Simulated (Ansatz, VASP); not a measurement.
# Rh in two plane-wave programs

Wanted: the spread between two codes on one cell, functional and k mesh. The structure shown is the start of the Ansatz relaxation below; VASP solves that cell, so the two are compared at the walk's first step.

Main program and level: Ansatz 0.2.0; plane waves, with VASP 6.6.1 beside it; single point at LDA.

### Step 1. Starting point

The cell holds 5 atoms: 5 Rh. Cell: a = 2.687 Å, b = 2.687 Å, c = 39.000 Å, α = 90.0°, β = 90.0°, γ = 90.0°. It derives from Rh. Vacuum lies along c. The height across the vacuum is the one that the program set for its solve, not the one typed.

### Step 2. Ansatz: relaxation, LDA

Ansatz runs on its PAW soft_1 files.

The two programs are compared at the cell with which this relaxation starts, whose forces are those of its first step.

input.yaml

```yaml
crystal:
  lattice:
    - [1.9, 1.9, 0.0]
    - [-1.9, 1.9, 0.0]
    - [0.0, 0.0, 20.6]
  atoms:
    - { symbol: Rh, position: [0.0, 0.0, 0.315534] }
    - { symbol: Rh, position: [0.5, 0.5, 0.407767] }
    - { symbol: Rh, position: [0.0, 0.0, 0.5] }
    - { symbol: Rh, position: [0.5, 0.5, 0.592233] }
    - { symbol: Rh, position: [0.0, 0.0, 0.684466] }
  periodic: [true, true, false]
kpoints:
  mp_grid: { grid: [8, 8, 1] }
hamiltonian:
  xc: lda
  pseudopotentials: { kind: paw, azcp: { folder: soft_1 }, xc_functional: pbe }
scf:
  occupations: { method: gaussian, width: 0.1 }
output:
  forces: true
  stress: true
  eigenvalues: true
relax:
  adjacent_minimum: "off"
  f_tol: 0.05
  max_steps: 80
  cell: { stress_2d_tol: 0.02 }
```

Run with:

```sh
> ansatz run input.yaml --threads 8 --pin off --max-ram 16384MiB --backend cpu --events-out ev --progress --plain --runs-dir out
```

Numbers of over 12 decimals in the logs are rounded to 6 here.

Output:

```text
Warning: crystal.periodic: the lattice vector that does not repeat stood 0.000° off the slab's normal, 20.600 Å along it as the deck builds it. The run solves the slab on a vector along the normal, 39.000 Å long, with every atom where it was (on the deck's vector they left 13.00 Å outside them, and the widest stretch free of ions among them is 1.90 Å). A fractional position that the run reports is one of the run's ce [...]
The last accepted step is kept in <dir> (removed where the run ends without a failure and the disk answers)
crystal.periodic: the lattice vector that does not repeat stood 0.000° off the slab's normal, 20.600 Å along it as the deck builds it. The run solves the slab on a vector along the normal, 39.000 Å long, with every atom where it was (on the deck's vector they left 13.00 Å outside them, and the widest stretch free of ions among them is 1.90 Å). A fractional position that the run reports is one of the run's cell, which [...]
Engine: ansatz 0.2.0, aarch64-unknown-linux-gnu
Pseudopotentials: kind: paw
Pseudopotential: Rh, paw, valence charge 17, recommended cutoff 420 eV (normal), soft_1/Rh.paw.azcp
Functional definition: SPW92
  exchange = slater_x
  correlation = pw_c
Crystal: 5 atoms, lattice volume = 281.580 Å³
Basis set: ecut = 420 eV, 5559 PW (Γ)
Bands: 51, of which v1, the nominal top of the filled ones, is band 43 counted from 1 (42 counted from 0)
Symmetry: 16 space group operations
Space group: P4/mmm (ITA 123), of the structure as read, at distance tolerance 6.6e-5 Å
k-points: 15 of 64
Non-local potential: Rh, projectors of the file, l = 0: 3, l = 1: 2, l = 2: 2, l = 3: 1
PAW form: soft (Blöchl's): semilocal exchange-correlation on the pseudo side does not see the compensation charge
PAW frozen core: Rh, regenerated for the run's functional, and the local potential with it (the file was generated under x = pbe(κ = 0.804, μ = 0.219515), c = pbe(β = 0.066725))
PAW one-centre angular grid: Rh, 590 points (default); XC on 64 Gauss nodes
Initial density: superposition of atomic densities (neutral atoms: chi_scale 0, normalization atom)
Initial wavefunctions: pseudopotential atomic-orbital guess
Functional: x = slater, c = lda
SCF iter   1: F=—  HF=-31393.392954 eV  |F-HF|=—  |Δ(HF+E_count)|=         —  Δρ=5.63e-2  dr2=9.16e0  ethr=3.10e-3  ⟨swp⟩=18.1  Hψ=5684  notcnv=0
preconditioner: auto → LDOS  [metal: Δε(μ)=0.086 eV  Ē_g=5.605 eV  σ=0.100 eV  W_gap=0.45  n_scr=26 (ndim 8)  ℏωp=14.8 eV  f_vac=0.707  D(μ)=7.78/eV (n_scr^D=26)  β→1.0]
SCF iter   2: F=—  HF=-31394.928108 eV  |F-HF|=—  |Δ(HF+E_count)|=    1.54e0  Δρ=7.09e-2  dr2=1.40e1  ethr=3.10e-3  ⟨swp⟩=4.6  Hψ=2456  notcnv=0  defer=29
[...]
SCF iter   6: F=-31390.786805 eV  HF=-31390.786805 eV  |F-HF|=3.69e-8  |Δ(HF+E_count)|=   5.85e-7  Δρ=3.85e-6  dr2=6.08e-8  ethr=5.88e-10  ⟨swp⟩=12.6  Hψ=4484  notcnv=0
SCF 4 converged in 6 iterations: F = -31390.786805 eV  dr2 = 6.08e-8
relax step   4: F+E_penalty+E_count = -31390.78680467 eV  Δ(F+E_penalty+E_count) = -6.201e-3 eV  max|allowed force component| = 2.496e-2 eV/Å  Δτ_max = 0.0075 Å  P = -0.360 N/m  Ω = 266.587 Å³  energy of the carried Pulay correction = +1.860e-3 eV  fix = [c, alpha, beta]  reactions: c -0.000 N/m  (6 SCF iters, dr2 threshold 5.00e-7 eV, accepted)
[...]
relax step   5: F+E_penalty+E_count = -31390.78693089 eV  Δ(F+E_penalty+E_count) = -1.262e-4 eV  max|allowed force component| = 1.158e-3 eV/Å  Δτ_max = 0.0014 Å  P = -0.007 N/m  Ω = 266.379 Å³  energy of the carried Pulay correction = +1.887e-3 eV  fix = [c, alpha, beta]  reactions: c -0.000 N/m  (5 SCF iters, dr2 threshold 1.04e-7 eV, accepted)
[...]
relax step   6: F+E_penalty+E_count = -31390.78507989 eV  Δ(F+E_penalty+E_count) = +1.851e-3 eV  max|allowed force component| = 9.455e-4 eV/Å  Δτ_max = 0.0000 Å  P = -0.010 N/m  Ω = 266.379 Å³  fix = [c, alpha, beta]  reactions: c -0.000 N/m  stress off target by 1.01e-2 N/m on what of the cell is left free  SCF on the basis re-selected at this cell (its energy is not comparable with the rows above)  (9 SCF iters)
basis re-selected at this cell: Δ(F+E_penalty+E_count) = +1.851e-3 eV, ΔP = -0.003 N/m vs the last step (what re-selecting the basis moved, of the pressure what is left beyond the Pulay correction that the steps carried, after the strain that the cell walked since its last selection, with what the two solves' SCF thresholds leave and, on support functions, any second-order correction that the steps lacked; it is no m [...]
SCF converged after 9 iterations
Free energy (F): -31390.785080 eV
Harris-Foulkes:  -31390.785080 eV  (|F-HF|=1.16e-10)
Internal energy: -31390.744852 eV  (E = F + TS)
E sigma→0 (E₀):  -31390.764966 eV
Entropy (-TS):   -0.040228 eV (-8.046 meV/atom)
Fermi energy:    -5.553253 eV
--- Per-component energies (eV) ---
  E_band       = -2798.772160
  E_kinetic    = 2693.519732
  E_local      = -643130.628818  (includes V_loc(G=0)·N_el)
  E_nonlocal   = 1524.207584
  E_hartree    = 319421.437374
  E_xc         = -1003.466245
  E_vxc        = -1264.436569  (∫ρ·V_xc dr)
  E_paw        = -17403.356758  (= ΣΔE_a)
  E_vpaw       = -1464.308975  (= ΣTr[D̂ρ^β])
  E_aug_tail   = 0.000068  (compensation charges beyond the density's cutoff)
  E_ewald      = 306504.429801
  E_core_change = 3.112410  (= ΣΔE_core)
  E_smearing   = -0.040228  (= −TS)
  E_closure    = -0.000000  (closes the sum)
  Σ components = -31390.785080   (vs F -31390.785080, Δ=0.00e0)
--- Forces (eV/Å), atoms counted from 1 ---
  atom   1  Rh     0.00000000    -0.00000000     0.00082732
  atom   2  Rh     0.00000000    -0.00000000    -0.00094546
  atom   3  Rh     0.00000000    -0.00000000     0.00000000
  atom   4  Rh     0.00000000    -0.00000000     0.00094546
  atom   5  Rh     0.00000000    -0.00000000    -0.00082732
  max |Σ_I F_I| component: 2.42e-19 eV/Å
--- 2D stress c σ (N/m, compression-positive) ---
       -0.010072      -0.000000      -0.000000
        0.000000      -0.010072       0.000000
        0.000000       0.000000       0.000000
  P = ½ c Tr σ = -0.0101 N/m
--- Band table (eV; the first three rows and the last of 15) ---
  k-point 0: bands = [... 39 lower, -6.3638, -6.3634, -6.0633, -5.4841, -5.3765, -5.3765, -4.9421, -4.8409, ... 4 higher]
  k-point 1: bands = [... 39 lower, -6.5963, -6.2082, -6.1577, -6.0732, -5.9683, -5.2371, -5.1990, -5.0269, ... 4 higher]
  k-point 2: bands = [... 39 lower, -6.5446, -6.4584, -6.3839, -6.3382, -5.6893, -5.6744, -5.2341, -4.8764, ... 4 higher]
  k-point 14: bands = [... 39 lower, -5.1144, -4.4138, -4.4125, -4.3528, -3.8194, -3.8193, -1.0601, -1.0601, ... 4 higher]
--- Relaxed structure (5 steps of the walk, 5 accepted, 1 SCFs on fresh bases) ---
  F+E_penalty+E_count = -31390.78507989 eV   max|allowed force component| = 9.455e-4 eV/Å   (the final SCF, on the basis selected at the relaxed cell)
  cell:  # Å, volume = 266.3786 Å³
    - [1.848002, 1.848002, 0.0]
    - [-1.848002, 1.848002, 0.0]
    - [0.0, 0.0, 38.9999984]
  atoms:
    - { symbol: Rh, position: [0, 0, 0.167907] }
    - { symbol: Rh, position: [0.500000, 0.500000, 0.214893] }
    - { symbol: Rh, position: [0, 0, 0.264103] }
    - { symbol: Rh, position: [0.500000, 0.500000, 0.313312] }
    - { symbol: Rh, position: [0, 0, 0.360298] }
```

The column dr2 measures how far the density is from self-consistency, as an energy; F and HF (Harris–Foulkes) agree once it is small.

### Step 3. VASP: single point, LDA, start cell

The same cell, functional (in two slightly different forms), mesh and smearing now go to VASP, with its own data sets.

Lines of VASP's logs that name or quote its potential files are left out, and so is its time.

INCAR

```
SYSTEM = Rh
PREC = Accurate
ENCUT = 400
EDIFF = 1E-06
NELM = 120
ISMEAR = 0
SIGMA = 0.1
LREAL = .FALSE.
ALGO = Normal
GGA = CA
NBANDS = 46
LASPH = .TRUE.
LORBIT = 11
LWAVE = .FALSE.
LCHARG = .FALSE.
ISIF = 2
LDIPOL = .TRUE.
IDIPOL = 3
DIPOL = 0.5 0.5 0.264
LVHAR = .TRUE.
GGA_COMPAT = .FALSE.
NELMDL = -8
KPAR = 2
```

POSCAR

```
Rh
1.0
    1.9000000000      1.9000000000      0.0000000000
   -1.9000000000      1.9000000000      0.0000000000
    0.0000000000      0.0000000000     38.9999980000
Rh
5
Direct
    0.0000000000      0.0000000000      0.1666666752
    0.5000000000      0.5000000000      0.2153846264
    0.0000000000      0.0000000000      0.2641025776
    0.5000000000      0.5000000000      0.3128205289
    0.0000000000      0.0000000000      0.3615384801
```

KPOINTS

```
Automatic mesh
0
Gamma
8 8 1
0 0 0
```

Potentials, in the order of the species: Rh_pv (LDA family, release 64).

Run with:

```sh
> mpirun -np 2 vasp_std
```

Output:

```text
[banner, memory and clock lines left out]
running    2 mpi-ranks, on    1 nodes
 distrk:  each k-point on    1 cores,    2 groups
 distr:  one band on    1 cores,    1 groups

 POSCAR found type information on POSCAR Rh
 POSCAR found :  1 types and       5 ions
 LDA part: xc-table for (Slater(with rela. corr.)+CA(PZ))
 , standard interpolation
 POSCAR, INCAR and KPOINTS ok, starting setup
 FFT: planning ... GRIDC
 FFT: planning ... GRID_SOFT
 FFT: planning ... GRID
 WAVECAR not read
 entering main loop
       N       E                     dE             d eps       ncg     rms          rms(c)
DAV:   1     0.578236586854E+03    0.57824E+03   -0.42546E+04  1860   0.119E+03
DAV:   2    -0.261645182647E+02   -0.60440E+03   -0.59009E+03  1616   0.380E+02
DAV:   3    -0.428072544411E+02   -0.16643E+02   -0.15783E+02  1558   0.661E+01
DAV:   4    -0.431180562243E+02   -0.31080E+00   -0.31003E+00  1732   0.878E+00
DAV:   5    -0.431259202340E+02   -0.78640E-02   -0.78634E-02  1646   0.116E+00
DAV:   6    -0.431263074845E+02   -0.38725E-03   -0.38725E-03  1802   0.227E-01
DAV:   7    -0.431263243816E+02   -0.16897E-04   -0.16897E-04  1642   0.377E-02
DAV:   8    -0.431263251498E+02   -0.76814E-06   -0.76813E-06  1108   0.651E-03    0.211E+01
DAV:   9    -0.407653055442E+02    0.23610E+01   -0.89395E+00  1386   0.195E+01    0.852E+00
DAV:  10    -0.486708485111E+02   -0.79055E+01   -0.30022E+01  1534   0.352E+01    0.223E+01
DAV:  11    -0.408220186471E+02    0.78488E+01   -0.97057E+00  1534   0.241E+01    0.551E+00
DAV:  12    -0.407980788112E+02    0.23940E-01   -0.40517E+00  1490   0.175E+01    0.541E+00
DAV:  13    -0.406111213314E+02    0.18696E+00   -0.70111E-01  1442   0.606E+00    0.384E+00
DAV:  14    -0.405066433641E+02    0.10448E+00   -0.27800E-01  1504   0.321E+00    0.445E-01
[...]
DAV:  22    -0.405066395745E+02   -0.69032E-04   -0.39728E-06  1038   0.822E-03    0.421E-03
DAV:  23    -0.405066857087E+02   -0.46134E-04   -0.25559E-06   954   0.769E-03    0.436E-03
DAV:  24    -0.405067088829E+02   -0.23174E-04   -0.15992E-06   932   0.719E-03    0.348E-03
DAV:  25    -0.405067199741E+02   -0.11091E-04   -0.40594E-07   900   0.282E-03    0.861E-04
DAV:  26    -0.405067261345E+02   -0.61604E-05   -0.20419E-07   906   0.107E-03    0.543E-04
DAV:  27    -0.405067277799E+02   -0.16454E-05   -0.34006E-08   852   0.822E-04    0.147E-04
DAV:  28    -0.405067298024E+02   -0.20224E-05   -0.83422E-08   860   0.539E-04    0.197E-04
DAV:  29    -0.405067303035E+02   -0.50118E-06   -0.17170E-08   846   0.341E-04
   1 F= -.40506730E+02 E0= -.40480971E+02  d E =-.515191E-01
```

From OUTCAR (step 3):

```text
ion  position               nearest neighbor table
   1  0.000  0.000  0.167-   2 2.69   2 2.69   2 2.69   2 2.69
   2  0.500  0.500  0.215-   3 2.69   3 2.69   3 2.69   3 2.69   1 2.69   1 2.69   1 2.69   1 2.69

  LATTYP: Found a simple tetragonal cell.
 ALAT       =     2.6870057685
 C/A-ratio  =    14.5142963432

 Subroutine GETGRP returns: Found 16 space group operations
 (whereof  8 operations were pure point group operations)

The static configuration has the point symmetry C_4v.
 The point group associated with its full space group is D_4h.

 Found     15 irreducible k-points:

   k-points           NKPTS =     15   k-points in BZ     NKDIM =     15   number of bands    NBANDS=     46

   dimension x,y,z NGX =    18 NGY =   18 NGZ =  256
   dimension x,y,z NGXF=    36 NGYF=   36 NGZF=  512

   ENCUT  =  400.0 eV  29.40 Ry    5.42 a.u.   4.38  4.38 63.60*2*pi/ulx,y,z

   NELECT =      75.0000    total number of electrons

 k-points in reciprocal lattice and weights: Automatic mesh
   0.00000000  0.00000000  0.00000000       0.016
   0.12500000  0.00000000  0.00000000       0.062
   0.25000000  0.00000000  0.00000000       0.062
   0.37500000  0.00000000  0.00000000       0.062
   0.50000000  0.00000000  0.00000000       0.031
   0.12500000  0.12500000  0.00000000       0.062
   0.25000000  0.12500000  0.00000000       0.125
   0.37500000  0.12500000  0.00000000       0.125
   0.50000000  0.12500000  0.00000000       0.062
[...]
0.50000000  0.37500000  0.00000000       0.062
   0.50000000  0.50000000  0.00000000       0.016

 dipolmoment           0.000000      0.000000     -0.000008 electrons x Angstroem

 average (electrostatic) potential at core
       1 -83.4848       2 -84.1435       3 -84.1733       4 -84.1436       5 -83.4850

 E-fermi :  -1.2904

 k-point     1 :       0.0000    0.0000    0.0000
  band No.  band energies     occupation
    ...
     34      -2.2711      2.00000
     35      -2.1752      2.00000
     36      -1.8259      2.00000
     37      -1.7607      2.00000
     38      -1.2500      0.56801
     39      -1.1704      0.08972
     40      -1.1704      0.08972
     41      -0.7759      0.00000
     42      -0.6724      0.00000
     43      -0.5129      0.00000
    ...

 k-point     2 :       0.1250    0.0000    0.0000
  band No.  band energies     occupation
    ...
     35      -2.2915      2.00000
     36      -1.8552      2.00000
     37      -1.8188      2.00000
     38      -1.7498      2.00000
     39      -1.6309      2.00000
     40      -1.0438      0.00049
     41      -0.9974      0.00003
     42      -0.7491      0.00000
     43      -0.6858      0.00000
     44      -0.4706      0.00000
    ...

 k-point     3 :       0.2500    0.0000    0.0000
  band No.  band energies     occupation
    ...
     36      -2.0984      2.00000
     37      -1.9728      2.00000
     38      -1.9587      2.00000
     39      -1.4222      1.93770
     40      -1.3548      1.63788
     41      -1.0206      0.00014
     42      -0.6801      0.00000
     43      -0.6327      0.00000
     44       0.5465      0.00000
     45       2.6804      0.00000
    ...

  Total       -8.6139152     -8.6139152     -5.9966811      0.0000000      0.0000000      0.0000000
  in kB      -49.0127860    -49.0127860    -34.1208430      0.0000000      0.0000000      0.0000000
  external PRESSURE =     -44.0488050 kB  Pullay stress =       0.0000000 kB

  energy-cutoff  :      400.00
  volume of cell :      281.58
      direct lattice vectors                 reciprocal lattice vectors
     1.900000000  1.900000000  0.000000000     0.263157895  0.263157895  0.000000000
    -1.900000000  1.900000000  0.000000000    -0.263157895  0.263157895  0.000000000
     0.000000000  0.000000000 38.999998000     0.000000000  0.000000000  0.025641027

 POSITION                                       TOTAL-FORCE (eV/Angst)
 -----------------------------------------------------------------------------------
      0.00000      0.00000      6.50000        -0.000000     -0.000000      1.045982
      0.00000      1.90000      8.40000         0.000000      0.000000     -0.668052
      0.00000      0.00000     10.30000        -0.000000     -0.000000     -0.000000
      0.00000      1.90000     12.20000        -0.000000     -0.000000      0.668052
      0.00000      0.00000     14.10000         0.000000     -0.000000     -1.045982
 -----------------------------------------------------------------------------------
    total drift:                               -0.000000      0.000000     -0.002109

  FREE ENERGIE OF THE ION-ELECTRON SYSTEM (eV)
  ---------------------------------------------------
  free  energy   TOTEN  =       -40.5067303035 eV

  energy  without entropy=      -40.4552111934  energy(sigma->0) =      -40.48097075

 vacuum level on the upper side and lower side of the slab         4.215         4.215

 total charge
# of ion       s       p       d       tot
------------------------------------------
    1        0.378   6.187   7.098  13.662
    2        0.411   6.303   7.054  13.767
    3        0.417   6.306   7.065  13.789
    4        0.411   6.303   7.054  13.767
    5        0.378   6.187   7.098  13.662
--------------------------------------------------
tot          1.994  31.285  35.368  68.648

[... 3 further parts left out ...]
```

The run ends at a pressure of -4.40 GPa, with forces up to 1.0 eV/Å.

### Step 4. Side by side

Known differences besides the potentials themselves: the two LDA forms differ slightly; Ansatz cuts the interaction across the vacuum, VASP repeats the sheet with a dipole correction; the data sets hold 85 valence electrons in Ansatz (on its PAW soft_1 files) and 75 in VASP; the cutoff is 420 eV in Ansatz and 400 eV in VASP; VASP's log shows a relativistic correction to its local exchange, Ansatz's none. Total energies have different zeros and are not compared.

Forces (eV/Å; atoms numbered as in POSCAR):

| atom | Ansatz x, y, z | VASP x, y, z |
| --- | --- | --- |
| Rh1 | 0.000, 0.000, 1.082 | 0.000, 0.000, 1.046 |
| Rh2 | 0.000, 0.000, -0.667 | 0.000, 0.000, -0.668 |
| Rh3 | 0.000, 0.000, 0.000 | 0.000, 0.000, 0.000 |
| Rh4 | 0.000, 0.000, 0.667 | 0.000, 0.000, 0.668 |
| Rh5 | 0.000, 0.000, -1.082 | 0.000, 0.000, -1.046 |

The forces differ by 13 meV/Å r.m.s., which is 2.9 % of the r.m.s. force of 0.453 eV/Å (both taken over all components). With vacuum in the cell, a pressure given here is an average over mostly empty space and none of the material.

### Step 5. What came out

* r.m.s. force difference (single point, LDA, start cell): 2.9 % of the r.m.s. force

What this shows: The r.m.s. force difference is 2.9 % of the r.m.s. force (single point, LDA, start cell), at about the 3 % picked in this series as the mark of a large difference. The data sets hold unlike numbers of valence electrons (85 in Ansatz and 75 in VASP), so part of the differences comes from the potentials. 1 further run of this series is not shown here. How closely two codes agree says nothing of how well the functional describes the real material.

[Lines on the potential files, build, host, timing and source positions are cut from VASP's logs without a mark.]

[Logs are printed without paths, hosts, clocks, repeated set-up lines and the standing remarks that a program may print on its own settings, such as how far it seeks lower states.]

[Hosts, paths, dates, database ids (printed as entryN), source tags and the programs' standing remarks are cut or masked in the printed files.]
